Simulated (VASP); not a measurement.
## A VASP study of Ti3AlC2 (r2SCAN): structure first, properties next

Wanted: the relaxed cell of Ti3AlC2 and its properties. The steps: relaxing cell and atoms (r2SCAN), single point with fields (r2SCAN), band structure (r2SCAN), density of states (r2SCAN), volume scan with r2SCAN, fit for r2SCAN and independent-particle dielectric function (r2SCAN). Left out of this account: 1 further run (core levels: core levels are not valid at this level). The start is a computed cell from the Materials Project.

Main program and level: VASP 6.6.1; r2SCAN; plane waves and PAW (Ti_sv, Al, C).

### Step 1. The starting structure

Before any relaxation, the start is as follows. Symmetry: P6_3/mmc, No. 194, hexagonal system. The conventional cell has a = 3.072 Å, b = 3.072 Å, c = 18.624 Å, α = 90.00°, β = 90.00°, γ = 120.00°. Nearest to Ti lie 3 C at 2.08 Å and 3 Al at 2.89 Å. Nearest to Ti lie 6 C at 2.20 Å. Al has 6 Ti at 2.89 Å and 6 Al at 3.07 Å nearest. Nearest to C lie 6 Ti at 2.08 to 2.20 Å. Farther neighbours are not listed.

### Step 2. Relaxing cell and atoms (r2SCAN)

The start need not lie at this functional's minimum. ISIF = 3 frees volume, shape and positions, and EDIFFG sets the threshold on forces and stress at which the search stops. r2SCAN adds the kinetic-energy density, costs more than a GGA and is run with LASPH.

INCAR reads:

```
SYSTEM = Ti3AlC2
PREC = Accurate
ENCUT = 520
EDIFF = 1E-06
NELM = 100
ISMEAR = 0
SIGMA = 0.05
LREAL = .FALSE.
ALGO = Normal
METAGGA = R2SCAN
LASPH = .TRUE.
NBANDS = 59
LORBIT = 11
LWAVE = .FALSE.
LCHARG = .FALSE.
KPAR = 8
IBRION = 2
NSW = 60
ISIF = 3
EDIFFG = -0.01
```

POSCAR reads:

```
Ti3AlC2
1.0
    3.0715882124      0.0000000000      0.0000000000
   -1.5357941062      2.6600734219      0.0000000000
    0.0000000000      0.0000000000     18.6239832300
Ti Al C
6 2 4
Direct
    0.6666666700      0.3333333300      0.3726033900
    0.3333333300      0.6666666700      0.8726033900
    0.3333333300      0.6666666700      0.6273966100
    0.6666666700      0.3333333300      0.1273966100
    0.0000000000      0.0000000000      0.5000000000
    0.0000000000      0.0000000000      0.0000000000
    0.0000000000      0.0000000000      0.7500000000
    0.0000000000      0.0000000000      0.2500000000
    0.3333333300      0.6666666700      0.4305387800
    0.6666666700      0.3333333300      0.9305387800
    0.3333333300      0.6666666700      0.0694612200
    0.6666666700      0.3333333300      0.5694612200
```

KPOINTS reads:

```
Automatic mesh
0
Gamma
8 8 2
0 0 0
```

Potentials, in the order of the species: Ti_sv, Al and C (PBE family, release 64).

Started as:

```bash
$ mpirun -np 8 vasp_std
```

Log:

```text
[banner, memory and clock lines left out]
running    8 mpi-ranks, on    1 nodes
 distrk:  each k-point on    1 cores,    8 groups
 distr:  one band on    1 cores,    1 groups

 POSCAR found type information on POSCAR TiAlC
 POSCAR found :  3 types and      12 ions
|                                                                             |
|           W    W    AA    RRRRR   N    N  II  N    N   GGGG   !!!           |
|           W    W   A  A   R    R  NN   N  II  NN   N  G    G  !!!           |
|           W    W  A    A  R    R  N N  N  II  N N  N  G       !!!           |
|           W WW W  AAAAAA  RRRRR   N  N N  II  N  N N  G  GGG   !            |
|           WW  WW  A    A  R   R   N   NN  II  N   NN  G    G                |
|           W    W  A    A  R    R  N    N  II  N    N   GGGG   !!!           |
|                                                                             |
|     For optimal performance we recommend to set                             |
|       NCORE = 2 up to number-of-cores-per-socket                            |
|     NCORE specifies how many cores store one orbital (NPAR=cpu/NCORE).      |
|     This setting can greatly improve the performance of VASP for DFT.       |
|     The default, NCORE=1 might be grossly inefficient on modern             |
|     multi-core architectures or massively parallel machines. Do your        |
|     Unfortunately you need to use the default for GW and RPA                |
|     calculations (for HF NCORE is supported but not extensively tested      |
|     yet).                                                                   |
|                                                                             |

|                                                                             |
|               ----> ADVICE to this user running VASP <----                  |
|                                                                             |
|     You enforced a specific xc type in the INCAR file but a different       |
|     [... a line on the potential file left out ...]
|     I HOPE YOU KNOW WHAT YOU ARE DOING!                                     |
|                                                                             |

 LDA part: xc-table for (None), standard interpolation
 POSCAR, INCAR and KPOINTS ok, starting setup
 FFT: planning ... GRIDC
 FFT: planning ... GRID_SOFT
 FFT: planning ... GRID
 WAVECAR not read
 entering main loop
       N       E                     dE             d eps       ncg     rms          rms(c)
DAV:   1     0.129141052420E+04    0.12914E+04   -0.45883E+04  2360   0.191E+03
DAV:   2     0.371387715429E+02   -0.12543E+04   -0.12182E+04  2360   0.605E+02
DAV:   3    -0.165171072128E+03   -0.20231E+03   -0.19542E+03  3544   0.207E+02
DAV:   4    -0.187700040245E+03   -0.22529E+02   -0.22411E+02  3440   0.644E+01
DAV:   5    -0.189392698903E+03   -0.16927E+01   -0.16911E+01  3728   0.157E+01    0.425E+01
DAV:   6    -0.140279695796E+03    0.49113E+02   -0.18640E+02  3037   0.869E+01    0.106E+01
DAV:   7    -0.141836674183E+03   -0.15570E+01   -0.20456E+01  3480   0.259E+01    0.781E+00
DAV:   8    -0.141557839472E+03    0.27883E+00   -0.69369E+00  3258   0.139E+01    0.469E+00
DAV:   9    -0.141586902291E+03   -0.29063E-01   -0.10540E+00  3368   0.549E+00    0.153E+00
DAV:  10    -0.141587542047E+03   -0.63976E-03   -0.37952E-01  3666   0.343E+00    0.847E-01
DAV:  11    -0.141592583680E+03   -0.50416E-02   -0.54014E-02  3616   0.155E+00    0.334E-01
DAV:  12    -0.141592469569E+03    0.11411E-03   -0.73594E-03  3234   0.789E-01    0.125E-01
DAV:  13    -0.141592502601E+03   -0.33033E-04   -0.15027E-03  3456   0.217E-01    0.311E-02
DAV:  14    -0.141592524306E+03   -0.21705E-04   -0.15361E-04  3690   0.761E-02    0.194E-02
DAV:  15    -0.141592522478E+03    0.18283E-05   -0.66418E-05  3200   0.412E-02    0.543E-03
DAV:  16    -0.141592522358E+03    0.11939E-06   -0.37156E-06  2282   0.138E-02
   1 F= -.14159252E+03 E0= -.14159052E+03  d E =-.141593E+03
 curvature:   0.00 expect dE= 0.000E+00 dE for cont linesearch  0.000E+00
 trial: gam= 0.00000 g(F)=  0.646E-03 g(S)=  0.172E-03 ort = 0.000E+00 (trialstep = 0.100E+01)
 search vector abs. value=  0.818E-03
 bond charge predicted
       N       E                     dE             d eps       ncg     rms          rms(c)
DAV:   1    -0.141590505562E+03    0.20169E-02   -0.16691E-01  2872   0.518E+00    0.299E-01
DAV:   2    -0.141592838981E+03   -0.23334E-02   -0.36057E-02  2637   0.117E+00    0.146E-01
DAV:   3    -0.141592742643E+03    0.96337E-04   -0.25072E-03  3423   0.326E-01    0.486E-02
DAV:   4    -0.141592729077E+03    0.13567E-04   -0.51053E-04  3437   0.120E-01    0.234E-02
DAV:   5    -0.141592731020E+03   -0.19436E-05   -0.81955E-05  3343   0.629E-02    0.175E-02
DAV:   6    -0.141592732296E+03   -0.12757E-05   -0.31871E-05  3496   0.447E-02    0.111E-02
DAV:   7    -0.141592728519E+03    0.37769E-05   -0.17039E-05  2973   0.377E-02    0.381E-03
DAV:   8    -0.141592725488E+03    0.30308E-05   -0.54003E-06  2807   0.154E-02    0.147E-03
DAV:   9    -0.141592726417E+03   -0.92848E-06   -0.87657E-07  1455   0.741E-03
   2 F= -.14159273E+03 E0= -.14159078E+03  d E =-.204058E-03
[...]
3 F= -.14159279E+03 E0= -.14159083E+03  d E =-.268241E-03
[...]
4 F= -.14159296E+03 E0= -.14159103E+03  d E =-.171270E-03
[...]
5 F= -.14159296E+03 E0= -.14159104E+03  d E =-.174033E-03
[...]
6 F= -.14159295E+03 E0= -.14159104E+03  d E =-.162742E-03
[...]
7 F= -.14159297E+03 E0= -.14159105E+03  d E =-.179202E-03
[...]
8 F= -.14159297E+03 E0= -.14159105E+03  d E =-.178947E-03
 curvature:  -0.20 expect dE=-0.173E-04 dE for cont linesearch -0.144E-06
 ZBRENT: accuracy reached
 trial: gam= 0.37466 g(F)=  0.588E-04 g(S)=  0.282E-04 ort =-0.174E-04 (trialstep = 0.976E+00)
 search vector abs. value=  0.133E-03
 bond charge predicted
       N       E                     dE             d eps       ncg     rms          rms(c)
DAV:   1    -0.141592872273E+03    0.97952E-04   -0.16702E-02  2607   0.125E+00    0.498E-02
DAV:   2    -0.141593018947E+03   -0.14667E-03   -0.18648E-03  2914   0.342E-01    0.462E-02
DAV:   3    -0.141593015046E+03    0.39010E-05   -0.25345E-04  3169   0.173E-01    0.205E-02
DAV:   4    -0.141593011942E+03    0.31033E-05   -0.34211E-05  3347   0.520E-02    0.966E-03
DAV:   5    -0.141593009790E+03    0.21522E-05   -0.12514E-05  3263   0.367E-02    0.336E-03
DAV:   6    -0.141593008639E+03    0.11513E-05   -0.15098E-06  1792   0.107E-02    0.227E-03
DAV:   7    -0.141593007299E+03    0.13403E-05   -0.69336E-07  1352   0.585E-03    0.128E-03
DAV:   8    -0.141593007172E+03    0.12629E-06   -0.29089E-07  1286   0.441E-03
   9 F= -.14159301E+03 E0= -.14159110E+03  d E =-.376264E-04
 trial-energy change:   -0.000038  1 .order   -0.000041   -0.000079   -0.000003
 step:   1.0134(harm=  1.0134)  dis= 0.00108  next Energy=  -141.593010 (dE=-0.408E-04)
 reached required accuracy - stopping structural energy minimisation
```

It took 5 min on 8 MPI ranks of Intel Xeon 6975P-C (Granite Rapids), shared host; peak memory 3.4 GiB.

Lines that name or quote the potential files are left out of all logs, and their timing lines are given in words.

From OUTCAR (step 2):

```text
ion  position               nearest neighbor table
   1  0.667  0.333  0.373-   9 2.08   9 2.08   9 2.08   8 2.89   8 2.89   8 2.89
   2  0.333  0.667  0.873-  10 2.08  10 2.08  10 2.08   7 2.89   7 2.89   7 2.89
   3  0.333  0.667  0.627-  12 2.08  12 2.08  12 2.08   7 2.89   7 2.89   7 2.89
   4  0.667  0.333  0.127-  11 2.08  11 2.08  11 2.08   8 2.89   8 2.89   8 2.89
   5  0.000  0.000  0.500-   9 2.20  12 2.20   9 2.20  12 2.20  12 2.20   9 2.20
   6  0.000  0.000  0.000-  10 2.20  11 2.20  11 2.20  10 2.20  10 2.20  11 2.20
   7  0.000  0.000  0.750-   2 2.89   3 2.89   2 2.89   3 2.89   2 2.89   3 2.89
   8  0.000  0.000  0.250-   1 2.89   4 2.89   1 2.89   4 2.89   1 2.89   4 2.89
   9  0.333  0.667  0.431-   1 2.08   1 2.08   1 2.08   5 2.20   5 2.20   5 2.20
  10  0.667  0.333  0.931-   2 2.08   2 2.08   2 2.08   6 2.20   6 2.20   6 2.20
  11  0.333  0.667  0.069-   4 2.08   4 2.08   4 2.08   6 2.20   6 2.20   6 2.20
  12  0.667  0.333  0.569-   3 2.08   3 2.08   3 2.08   5 2.20   5 2.20   5 2.20

  LATTYP: Found a hexagonal cell.
 ALAT       =     3.0715882124
 C/A-ratio  =     6.0633072997

 Subroutine GETGRP returns: Found 24 space group operations
 (whereof 12 operations were pure point group operations)

The static configuration has the point symmetry D_3d.
 The point group associated with its full space group is D_6h.

 Found     20 irreducible k-points:

   k-points           NKPTS =     20   k-points in BZ     NKDIM =     20   number of bands    NBANDS=     59

   dimension x,y,z NGX =    24 NGY =   24 NGZ =  140
   dimension x,y,z NGXF=    48 NGYF=   48 NGZF=  280

   ENCUT  =  520.0 eV  38.22 Ry    6.18 a.u.   5.71  5.71 34.63*2*pi/ulx,y,z

   NELECT =      94.0000    total number of electrons

 k-points in reciprocal lattice and weights: Automatic mesh
   0.00000000  0.00000000  0.00000000       0.008
   0.12500000  0.00000000  0.00000000       0.047
   0.25000000  0.00000000  0.00000000       0.047
   0.37500000  0.00000000  0.00000000       0.047
   0.50000000  0.00000000  0.00000000       0.023
   0.12500000  0.12500000  0.00000000       0.047
   0.25000000  0.12500000  0.00000000       0.094
   0.37500000  0.12500000  0.00000000       0.094
   0.25000000  0.25000000  0.00000000       0.047
[...]
0.25000000  0.25000000  0.50000000       0.047
   0.37500000  0.25000000  0.50000000       0.047

 average (electrostatic) potential at core
       1 -76.6651       2 -76.6651       3 -76.6651       4 -76.6651       5 -76.7732
       6 -76.7732       7 -74.1006       8 -74.1006       9 -47.2298      10 -47.2298
      11 -47.2298      12 -47.2298

 E-fermi :   8.4291

 k-point     1 :       0.0000    0.0000    0.0000
  band No.  band energies     occupation
    ...
     40       6.8351      2.00000
     41       6.8351      2.00000
     42       6.8396      2.00000
     43       6.8396      2.00000
     44       7.3126      2.00000
     45       9.1724      0.00000
     46       9.3195      0.00000
     47       9.3314      0.00000
     48       9.3314      0.00000
     49       9.3411      0.00000
    ...

 k-point     2 :       0.1250    0.0000    0.0000
  band No.  band energies     occupation
    ...
     40       6.2280      2.00000
     41       6.7622      2.00000
     42       6.7661      2.00000
     43       6.9397      2.00000
     44       7.3197      2.00000
     45       8.8526      0.00000
     46       8.8759      0.00000
     47       9.1344      0.00000
     48       9.4561      0.00000
     49       9.5338      0.00000
    ...

 k-point     3 :       0.2500    0.0000    0.0000
  band No.  band energies     occupation
    ...
     42       6.6265      2.00000
     43       7.0298      2.00000
     44       7.2464      2.00000
     45       7.9489      2.00000
     46       8.0285      2.00000
     47       8.6757      0.00000
     48       8.8391      0.00000
     49       9.6574      0.00000
     50       9.8523      0.00000
     51      10.0676      0.00000
    ...

  Total       -0.0092452     -0.0092452      0.0046526     -0.0000000     -0.0000000      0.0000000
  in kB       -0.0973695     -0.0973695      0.0490002     -0.0000000     -0.0000000      0.0000000
  external PRESSURE =      -0.0485796 kB  Pullay stress =       0.0000000 kB

  energy-cutoff  :      520.00
  volume of cell :      152.13
      direct lattice vectors                 reciprocal lattice vectors
     3.072434458 -0.000000000 -0.000000000     0.325474803  0.187912965  0.000000000
    -1.536217229  2.660806292  0.000000000     0.000000000  0.375825930 -0.000000000
    -0.000000000  0.000000000 18.608395011     0.000000000 -0.000000000  0.053739186

 POSITION                                       TOTAL-FORCE (eV/Angst)
 -----------------------------------------------------------------------------------
      1.53622      0.88694      6.92914        -0.000000      0.000000      0.004207
     -0.00000      1.77387     16.23334         0.000000     -0.000000      0.004207
     -0.00000      1.77387     11.67925         0.000000     -0.000000     -0.004207
      1.53622      0.88694      2.37505        -0.000000      0.000000     -0.004207
      3.07243     -0.00000      9.30420        -0.000000      0.000000     -0.000000
      3.07243     -0.00000     18.60840        -0.000000     -0.000000     -0.000000
     -0.00000      0.00000     13.95630        -0.000000      0.000000     -0.000000
      3.07243     -0.00000      4.65210         0.000000     -0.000000     -0.000000
     -0.00000      1.77387      8.01016        -0.000000      0.000000     -0.003668
      1.53622      0.88694     17.31436         0.000000     -0.000000     -0.003668
     -0.00000      1.77387      1.29404        -0.000000      0.000000      0.003668
      1.53622      0.88694     10.59824        -0.000000     -0.000000      0.003668
 -----------------------------------------------------------------------------------
    total drift:                                0.000000     -0.000000      0.000000

  FREE ENERGIE OF THE ION-ELECTRON SYSTEM (eV)
  ---------------------------------------------------
  free  energy   TOTEN  =      -141.5930071723 eV

  energy  without entropy=     -141.5891870122  energy(sigma->0) =     -141.59109709

 reached required accuracy - stopping structural energy minimisation

 total charge
# of ion       s       p       d       tot
------------------------------------------
    1        2.204   6.217   1.916  10.337
    2        2.204   6.217   1.916  10.337
    3        2.204   6.217   1.916  10.337
    4        2.204   6.217   1.916  10.337
    5        2.192   6.245   1.897  10.335
    6        2.192   6.245   1.897  10.335
    7        0.429   0.377   0.000   0.806
    8        0.429   0.377   0.000   0.806
    9        0.909   1.545   0.000   2.455
   10        0.909   1.545   0.000   2.455
   11        0.909   1.545   0.000   2.455
   12        0.909   1.545   0.000   2.455
--------------------------------------------------
tot         17.695  44.292  11.458  73.445

[... 3 further parts left out ...]
```

The PAW data sets were made with PBE, which is usual practice but a small mismatch for other functionals. The run keeps the 24 symmetry operations of its start, so it cannot find a distortion of lower symmetry.

Little changed from the start: no atom moved by 0.005 Å and no cell edge by 0.1 %.

Numbers from this step:

```yaml
electrons: 94
bands: 59
irreducible_k_points: 20
symmetry_operations: 24
free_energy_toten: -141.5930 eV
energy_at_zero_smearing: -141.5911 eV
fermi_energy: 8.429 eV
pressure: -0.004858 GPa
metallic: yes
scf_cycles_over_all_ionic_steps: 75
```

It ends with a largest force of 0.004 eV/Å and a pressure of 0.00 GPa.

[end of part 1 of 6]

[Lines on the potential files, build, host, timing and source positions are cut from VASP's logs without a mark.]

[Logs are printed without paths, hosts, clocks, repeated set-up lines and the standing remarks that a program may print on its own settings, such as how far it seeks lower states.]

[Hosts, paths, dates, database ids (printed as entryN), source tags and the programs' standing remarks are cut or masked in the printed files.]

[A measured line is paired with the nearest computed mode of its activity, which favours agreement.]
